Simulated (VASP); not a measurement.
# GaP: GW quasiparticle gap, part 4 of 7

Aim: the quasiparticle gap of GaP, and what it costs to get it. The cell is of the zinc-blende type, one of the forms listed for this formula. The start is a cell from a database of measured crystal structures.

VASP 6.6.1, plane waves and PAW; the level of theory is named at each step.

So far, quasiparticle gap on the mesh (eV): step 4 (evGW0) 2.32. Also gap on the k-mesh (eV): step 3 (empty bands, functional PBE) 1.65.

## 5. evGW

This step: evGW on PBE; plane waves and PAW (Ga_d_GW, P_GW) (VASP 6.6.1).

The levels are updated in both G and W; wider gaps weaken the screening and open the gap further.

Input file INCAR:

```
SYSTEM = GaP
PREC = Accurate
ENCUT = 430
ISMEAR = 0
SIGMA = 0.01
LREAL = .FALSE.
GGA = PE
NBANDS = 224
ALGO = EVGW
NELMGW = 4
ENCUTGW = 180
NOMEGA = 48
PRECFOCK = Fast
NBANDSGW = 20
LWAVE = .FALSE.
LCHARG = .FALSE.
```

Input file POSCAR:

```
GaP
1.0
    0.0000000000      2.7252500000      2.7252500000
    2.7252500000      0.0000000000      2.7252500000
    2.7252500000      2.7252500000      0.0000000000
Ga P
1 1
Direct
    0.0000000000      0.0000000000      0.0000000000
    0.7500000000      0.7500000000      0.7500000000
```

Input file KPOINTS:

```
Automatic mesh
0
Gamma
6 6 6
0 0 0
```

PAW data sets: Ga_d_GW and P_GW (PBE family, release 64).

Command:

```sh
mpirun -np 4 vasp_std
```

What it wrote:

```text
[banner, memory and clock lines left out]
running    4 mpi-ranks, on    1 nodes
 distrk:  each k-point on    4 cores,    1 groups
 distr:  one band on    1 cores,    4 groups

 POSCAR found type information on POSCAR GaP
 POSCAR found :  2 types and       2 ions
 [... a notice as in an earlier step ...]

 LDA part: xc-table for (Slater+PW92), standard interpolation
 found WAVECAR, reading the header
 POSCAR, INCAR and KPOINTS ok, starting setup
 FFT: planning ... GRIDC
 FFT: planning ... GRID_SOFT
 FFT: planning ... GRID
 reading WAVECAR
 the WAVECAR file was read successfully
 initial charge from wavefunction
 available memory per node:     67.15 GB, setting MAXMEM to     68756

 The Fermi energy was updated, please check that it is located mid-gap
 values below the HOMO (VB) or above the LUMO (CB) will cause erroneous energies
 E-fermi :   5.1885

 calculate exact exchange contribution
 the WAVEDER file was read successfully
energies w=
    0.000    0.000    0.580    0.000    1.157    0.000    1.729    0.000
    2.295    0.000    2.853    0.000    3.401    0.000    3.940    0.000
    4.468    0.000    4.987    0.000    5.497    0.000    5.998    0.000
    6.492    0.000    6.980    0.000    7.464    0.000    7.945    0.000
    8.426    0.000    8.908    0.000    9.393    0.000    9.884    0.000
   10.383    0.000   10.894    0.000   11.418    0.000   11.960    0.000
   12.523    0.000   13.112    0.000   13.731    0.000   14.388    0.000
   15.089    0.000   15.842    0.000   16.659    0.000   17.552    0.000
   18.537    0.000   19.634    0.000   20.869    0.000   22.275    0.000
   23.898    0.000   25.799    0.000   28.060    0.000   30.803    0.000
   34.205    0.000   38.542    0.000   44.262    0.000   52.145    0.000
   63.687    0.000   82.155    0.000  116.318    0.000  200.477    0.000
 responsefunction array rank=     232
 LDA part: xc-table for (Slater+PW92), standard interpolation

 min. memory requirement per mpi rank    432.8 MB, per node   1731.2 MB

 allocating  12 responsefunctions rank=   232
 shmem allocating  48 responsefunctions rank=   232
 response function shared by NCSHMEM nodes    1
 Doing           12  frequencies on each core in blocks of           48
NQ=   1    0.0000    0.0000    0.0000,
|.........|.........|.........|.........|.........|.........|.........|.........
 performed        979000 updates of chi_q(r,r)
 total number of BLAS operations        410.84 Gflops
NQ=   2    0.1667    0.0000    0.0000,
|.........|.........|.........|.........|.........|.........|.........|.........
 performed       2567000 updates of chi_q(r,r)
 total number of BLAS operations       1059.93 Gflops
NQ=   3    0.3333    0.0000    0.0000,
|.........|.........|.........|.........|.........|.........|.........|.........
 performed       4155000 updates of chi_q(r,r)
 total number of BLAS operations       1691.91 Gflops
NQ=   4    0.5000    0.0000    0.0000,
|.........|.........|.........|.........|.........|.........|.........|.........
 performed       5528000 updates of chi_q(r,r)
 total number of BLAS operations       2263.12 Gflops
NQ=   5    0.1667    0.1667    0.0000,
|.........|.........|.........|.........|.........|.........|.........|.........
 performed       7116000 updates of chi_q(r,r)
 total number of BLAS operations       2867.08 Gflops
NQ=   6    0.3333    0.1667    0.0000,
|.........|.........|.........|.........|.........|.........|.........|.........
 performed       9475000 updates of chi_q(r,r)
 total number of BLAS operations       3788.85 Gflops
NQ=   7    0.5000    0.1667    0.0000,
|.........|.........|.........|.........|.........|.........|.........|.........
 performed      11834000 updates of chi_q(r,r)
 total number of BLAS operations       4727.39 Gflops
NQ=   8   -0.3333    0.1667    0.0000,
|.........|.........|.........|.........|.........|.........|.........|.........
 performed      14193000 updates of chi_q(r,r)
 total number of BLAS operations       5649.16 Gflops
NQ=   9   -0.1667    0.1667    0.0000,
|.........|.........|.........|.........|.........|.........|.........|.........
 performed      16265000 updates of chi_q(r,r)
 total number of BLAS operations       6437.07 Gflops
NQ=  10    0.3333    0.3333    0.0000,
|.........|.........|.........|.........|.........|.........|.........|.........
 performed      17853000 updates of chi_q(r,r)
 total number of BLAS operations       7041.03 Gflops
NQ=  11    0.5000    0.3333    0.0000,
|.........|.........|.........|.........|.........|.........|.........|.........
 performed      20212000 updates of chi_q(r,r)
 total number of BLAS operations       7988.00 Gflops
NQ=  12   -0.3333    0.3333    0.0000,
|.........|.........|.........|.........|.........|.........|.........|.........
 performed      22284000 updates of chi_q(r,r)
 total number of BLAS operations       8790.43 Gflops
NQ=  13    0.5000    0.5000    0.0000,
|.........|.........|.........|.........|.........|.........|.........|.........
 performed      23532000 updates of chi_q(r,r)
 total number of BLAS operations       9282.52 Gflops
NQ=  14    0.5000    0.3333    0.1667,
|.........|.........|.........|.........|.........|.........|.........|.........
 performed      26159000 updates of chi_q(r,r)
 total number of BLAS operations      10327.99 Gflops
NQ=  15   -0.3333    0.3333    0.1667,
|.........|.........|.........|.........|.........|.........|.........|.........
 performed      28643000 updates of chi_q(r,r)
 total number of BLAS operations      11290.01 Gflops
NQ=  16   -0.3333    0.5000    0.1667,
|.........|.........|.........|.........|.........|.........|.........|.........
 performed      30724000 updates of chi_q(r,r)
 total number of BLAS operations      12066.87 Gflops
 resolving degeneracies of screened two electron integrals

 calculate QP shifts <psi_nk| G(iteration)W_0 |psi_nk>: iteration 1
 allocating  12 responsefunctions rank=   232
 shmem allocating  48 responsefunctions rank=   232
 response function shared by NCSHMEM nodes    1
 Doing           12  frequencies on each core in blocks of           48
NQ=   1    0.0000    0.0000    0.0000,
|.........|.........|.........|.........|.........|.........|.........|.........
 performed        979000 updates of chi_q(r,r)
 total number of BLAS operations        410.84 Gflops
NQ=   2    0.1667    0.0000    0.0000,
|.........|.........|.........|.........|.........|.........|.........|.........
 performed       2567000 updates of chi_q(r,r)
 total number of BLAS operations       1059.93 Gflops
NQ=   3    0.3333    0.0000    0.0000,
|.........|.........|.........|.........|.........|.........|.........|.........
[...]
total number of BLAS operations      11290.01 Gflops
NQ=  16   -0.3333    0.5000    0.1667,
|.........|.........|.........|.........|.........|.........|.........|.........
 performed      30724000 updates of chi_q(r,r)
 total number of BLAS operations      12066.87 Gflops
 resolving degeneracies of screened two electron integrals

 calculate QP shifts <psi_nk| G(iteration)W_0 |psi_nk>: iteration 2
 allocating  12 responsefunctions rank=   232
 shmem allocating  48 responsefunctions rank=   232
 response function shared by NCSHMEM nodes    1
 Doing           12  frequencies on each core in blocks of           48
NQ=   1    0.0000    0.0000    0.0000,
|.........|.........|.........|.........|.........|.........|.........|.........
 performed        979000 updates of chi_q(r,r)
 total number of BLAS operations        410.84 Gflops
NQ=   2    0.1667    0.0000    0.0000,
|.........|.........|.........|.........|.........|.........|.........|.........
 performed       2567000 updates of chi_q(r,r)
 total number of BLAS operations       1059.93 Gflops
NQ=   3    0.3333    0.0000    0.0000,
|.........|.........|.........|.........|.........|.........|.........|.........
 performed       4155000 updates of chi_q(r,r)
 total number of BLAS operations       1691.91 Gflops
NQ=   4    0.5000    0.0000    0.0000,
|.........|.........|.........|.........|.........|.........|.........|.........
 performed       5528000 updates of chi_q(r,r)
 total number of BLAS operations       2263.12 Gflops
NQ=   5    0.1667    0.1667    0.0000,
|.........|.........|.........|.........|.........|.........|.........|.........
 performed       7116000 updates of chi_q(r,r)
 total number of BLAS operations       2867.08 Gflops
NQ=   6    0.3333    0.1667    0.0000,
|.........|.........|.........|.........|.........|.........|.........|.........
 performed       9475000 updates of chi_q(r,r)
 total number of BLAS operations       3788.85 Gflops
NQ=   7    0.5000    0.1667    0.0000,
|.........|.........|.........|.........|.........|.........|.........|.........
 performed      11834000 updates of chi_q(r,r)
 total number of BLAS operations       4727.39 Gflops
NQ=   8   -0.3333    0.1667    0.0000,
|.........|.........|.........|.........|.........|.........|.........|.........
 performed      14193000 updates of chi_q(r,r)
 total number of BLAS operations       5649.16 Gflops
NQ=   9   -0.1667    0.1667    0.0000,
|.........|.........|.........|.........|.........|.........|.........|.........
 performed      16265000 updates of chi_q(r,r)
 total number of BLAS operations       6437.07 Gflops
NQ=  10    0.3333    0.3333    0.0000,
|.........|.........|.........|.........|.........|.........|.........|.........
 performed      17853000 updates of chi_q(r,r)
 total number of BLAS operations       7041.03 Gflops
NQ=  11    0.5000    0.3333    0.0000,
|.........|.........|.........|.........|.........|.........|.........|.........
 performed      20212000 updates of chi_q(r,r)
 total number of BLAS operations       7988.00 Gflops
NQ=  12   -0.3333    0.3333    0.0000,
|.........|.........|.........|.........|.........|.........|.........|.........
 performed      22284000 updates of chi_q(r,r)
 total number of BLAS operations       8790.43 Gflops
NQ=  13    0.5000    0.5000    0.0000,
|.........|.........|.........|.........|.........|.........|.........|.........
 performed      23532000 updates of chi_q(r,r)
 total number of BLAS operations       9282.52 Gflops
NQ=  14    0.5000    0.3333    0.1667,
|.........|.........|.........|.........|.........|.........|.........|.........
 performed      26159000 updates of chi_q(r,r)
 total number of BLAS operations      10327.99 Gflops
NQ=  15   -0.3333    0.3333    0.1667,
|.........|.........|.........|.........|.........|.........|.........|.........
 performed      28643000 updates of chi_q(r,r)
 total number of BLAS operations      11290.01 Gflops
NQ=  16   -0.3333    0.5000    0.1667,
|.........|.........|.........|.........|.........|.........|.........|.........
 performed      30724000 updates of chi_q(r,r)
 total number of BLAS operations      12066.87 Gflops
 resolving degeneracies of screened two electron integrals

 calculate QP shifts <psi_nk| G(iteration)W_0 |psi_nk>: iteration 3
 allocating  12 responsefunctions rank=   232
 shmem allocating  48 responsefunctions rank=   232
 response function shared by NCSHMEM nodes    1
 Doing           12  frequencies on each core in blocks of           48
NQ=   1    0.0000    0.0000    0.0000,
|.........|.........|.........|.........|.........|.........|.........|.........
 performed        979000 updates of chi_q(r,r)
 total number of BLAS operations        410.84 Gflops
NQ=   2    0.1667    0.0000    0.0000,
|.........|.........|.........|.........|.........|.........|.........|.........
 performed       2567000 updates of chi_q(r,r)
 total number of BLAS operations       1059.93 Gflops
NQ=   3    0.3333    0.0000    0.0000,
|.........|.........|.........|.........|.........|.........|.........|.........
 performed       4155000 updates of chi_q(r,r)
 total number of BLAS operations       1691.91 Gflops
NQ=   4    0.5000    0.0000    0.0000,
|.........|.........|.........|.........|.........|.........|.........|.........
 performed       5528000 updates of chi_q(r,r)
 total number of BLAS operations       2263.12 Gflops
NQ=   5    0.1667    0.1667    0.0000,
|.........|.........|.........|.........|.........|.........|.........|.........
 performed       7116000 updates of chi_q(r,r)
 total number of BLAS operations       2867.08 Gflops
NQ=   6    0.3333    0.1667    0.0000,
|.........|.........|.........|.........|.........|.........|.........|.........
 performed       9475000 updates of chi_q(r,r)
 total number of BLAS operations       3788.85 Gflops
NQ=   7    0.5000    0.1667    0.0000,
|.........|.........|.........|.........|.........|.........|.........|.........
 performed      11834000 updates of chi_q(r,r)
 total number of BLAS operations       4727.39 Gflops
NQ=   8   -0.3333    0.1667    0.0000,
|.........|.........|.........|.........|.........|.........|.........|.........
 performed      14193000 updates of chi_q(r,r)
 total number of BLAS operations       5649.16 Gflops
NQ=   9   -0.1667    0.1667    0.0000,
|.........|.........|.........|.........|.........|.........|.........|.........
 performed      16265000 updates of chi_q(r,r)
 total number of BLAS operations       6437.07 Gflops
NQ=  10    0.3333    0.3333    0.0000,
|.........|.........|.........|.........|.........|.........|.........|.........
 performed      17853000 updates of chi_q(r,r)
 total number of BLAS operations       7041.03 Gflops
NQ=  11    0.5000    0.3333    0.0000,
|.........|.........|.........|.........|.........|.........|.........|.........
 performed      20212000 updates of chi_q(r,r)
 total number of BLAS operations       7988.00 Gflops
NQ=  12   -0.3333    0.3333    0.0000,
|.........|.........|.........|.........|.........|.........|.........|.........
 performed      22284000 updates of chi_q(r,r)
 total number of BLAS operations       8790.43 Gflops
NQ=  13    0.5000    0.5000    0.0000,
|.........|.........|.........|.........|.........|.........|.........|.........
 performed      23532000 updates of chi_q(r,r)
 total number of BLAS operations       9282.52 Gflops
NQ=  14    0.5000    0.3333    0.1667,
|.........|.........|.........|.........|.........|.........|.........|.........
 performed      26159000 updates of chi_q(r,r)
 total number of BLAS operations      10327.99 Gflops
NQ=  15   -0.3333    0.3333    0.1667,
|.........|.........|.........|.........|.........|.........|.........|.........
 performed      28643000 updates of chi_q(r,r)
 total number of BLAS operations      11290.01 Gflops
NQ=  16   -0.3333    0.5000    0.1667,
|.........|.........|.........|.........|.........|.........|.........|.........
 performed      30724000 updates of chi_q(r,r)
 total number of BLAS operations      12066.87 Gflops
 resolving degeneracies of screened two electron integrals

 calculate QP shifts <psi_nk| G(iteration)W_0 |psi_nk>: iteration 4
 entering main loop
```

The job ended after 15 min (4 MPI ranks of Intel Xeon 6975P-C (Granite Rapids), shared host; peak memory 1.8 GiB).

Parts of OUTCAR (step 5):

```text
   NELECT =      18.0000    total number of electrons

 E-fermi :   5.1885

 QP shifts <psi_nk| G(iteration)W_0 |psi_nk>: iteration 2
 k-point   1 :       0.0000    0.0000    0.0000
  band No. old QP-enery  QP-energies   sigma(KS)   T+V_ion+V_H  V^pw_x(r,r')   Z            occupation Imag(sigma)
    ...
      6      -8.6705      -9.0470     -12.4698       3.2364     -18.6847       0.6690       2.0000       0.8039
      7       3.7253       3.5762     -13.4420      16.9756     -14.3547       0.7776       2.0000       0.0020
      8       3.7253       3.5762     -13.4420      16.9756     -14.3547       0.7776       2.0000       0.0020
      9       3.7253       3.5762     -13.4420      16.9756     -14.3547       0.7776       2.0000       0.0020
     10       6.4439       6.4902     -11.3117      17.8147      -7.1651       0.7844       0.0000      -0.1096
     11       8.3864       8.4450     -10.2731      18.7344      -5.9230       0.7826       0.0000      -0.0887
     12       8.3864       8.4450     -10.2731      18.7344      -5.9230       0.7826       0.0000      -0.0887
     13       8.3864       8.4450     -10.2731      18.7344      -5.9230       0.7826       0.0000      -0.0887
    ...

 k-point   2 :       0.1667    0.0000    0.0000
  band No. old QP-enery  QP-energies   sigma(KS)   T+V_ion+V_H  V^pw_x(r,r')   Z            occupation Imag(sigma)
    ...
      6      -8.3463      -8.7108     -12.6641       3.7806     -18.8044       0.6785       2.0000       0.7709
      7       1.3346       1.1403     -12.8005      13.8806     -14.3439       0.7635       2.0000       0.0009
      8       3.3408       3.1867     -13.2233      16.3659     -14.2198       0.7777       2.0000       0.0028
      9       3.3408       3.1867     -13.2233      16.3659     -14.2198       0.7777       2.0000       0.0028
     10       6.9861       7.0342     -10.8627      17.9100      -6.7128       0.7856       0.0000      -0.1010
     11       8.9450       9.0118     -10.4324      19.4633      -5.9183       0.7777       0.0000      -0.0937
     12       8.9450       9.0118     -10.4324      19.4633      -5.9183       0.7777       0.0000      -0.0937
     13       9.5069       9.5758     -10.8020      20.3983      -6.1464       0.7713       0.0000      -0.1040
    ...

 QP shifts <psi_nk| G(iteration)W_0 |psi_nk>: iteration 3
 k-point   1 :       0.0000    0.0000    0.0000
  band No. old QP-enery  QP-energies   sigma(KS)   T+V_ion+V_H  V^pw_x(r,r')   Z            occupation Imag(sigma)
    ...
      6      -9.0470      -9.2007     -12.5099       3.2364     -18.6847       0.6786       2.0000       0.7826
      7       3.5762       3.5385     -13.4475      16.9756     -14.3547       0.7834       2.0000      -0.0002
      8       3.5762       3.5385     -13.4475      16.9756     -14.3547       0.7834       2.0000      -0.0002
      9       3.5762       3.5385     -13.4475      16.9756     -14.3547       0.7834       2.0000      -0.0002
     10       6.4902       6.5067     -11.3036      17.8147      -7.1651       0.7898       0.0000      -0.1086
     11       8.4450       8.4693     -10.2585      18.7344      -5.9230       0.7876       0.0000      -0.0859
     12       8.4450       8.4693     -10.2585      18.7344      -5.9230       0.7876       0.0000      -0.0859
     13       8.4450       8.4693     -10.2585      18.7344      -5.9230       0.7876       0.0000      -0.0859
    ...

 QP shifts <psi_nk| G(iteration)W_0 |psi_nk>: iteration 4
 k-point   1 :       0.0000    0.0000    0.0000
  band No. old QP-enery  QP-energies   sigma(KS)   T+V_ion+V_H  V^pw_x(r,r')   Z            occupation Imag(sigma)
    ...
      6      -9.2007      -9.2554     -12.5174       3.2364     -18.6847       0.6813       2.0000       0.7794
      7       3.5385       3.5283     -13.4501      16.9756     -14.3547       0.7850       2.0000      -0.0010
      8       3.5385       3.5283     -13.4501      16.9756     -14.3547       0.7850       2.0000      -0.0010
      9       3.5385       3.5283     -13.4501      16.9756     -14.3547       0.7850       2.0000      -0.0010
     10       6.5067       6.5131     -11.2999      17.8147      -7.1651       0.7912       0.0000      -0.1084
     11       8.4693       8.4784     -10.2535      18.7344      -5.9230       0.7889       0.0000      -0.0849
     12       8.4693       8.4784     -10.2535      18.7344      -5.9230       0.7889       0.0000      -0.0849
     13       8.4693       8.4784     -10.2535      18.7344      -5.9230       0.7889       0.0000      -0.0849
    ...

[... 16 parts as in an earlier step ...]

[... 22 further parts left out ...]
```

This step gave:

* quasiparticle gap on the mesh: 2.441 eV
* smallest direct quasiparticle gap on the mesh: 2.985 eV

QP gap by iteration, by row:

| iteration | gap (eV) | direct gap (eV) |
| --- | --- | --- |
| 1 | 2.206 | 2.719 |
| 2 | 2.374 | 2.914 |
| 3 | 2.425 | 2.968 |
| 4 | 2.441 | 2.985 |

GW takes the gap from 1.647 to 2.441 eV. That is +123 meV against evGW0 on PBE. The last pass still moved it by +16 meV. The mesh misses a band edge: at the starting level the path gave a gap 0.06 eV smaller. Spin-orbit coupling is left out. The value holds for 224 bands, ENCUTGW = 180 eV and this mesh, and isn't shown to be converged in them.

(Continued in part 5 of 7.)

[Lines on the potential files, build, host, timing and source positions are cut from VASP's logs without a mark.]

[Logs are printed without paths, hosts, clocks, repeated set-up lines and the standing remarks that a program may print on its own settings, such as how far it seeks lower states.]

[Hosts, paths, dates, database ids (printed as entryN), source tags and the programs' standing remarks are cut or masked in the printed files.]

[Pressures printed for these runs are not shown converged in the cutoff: they can be off by several GPa and have the wrong sign.]
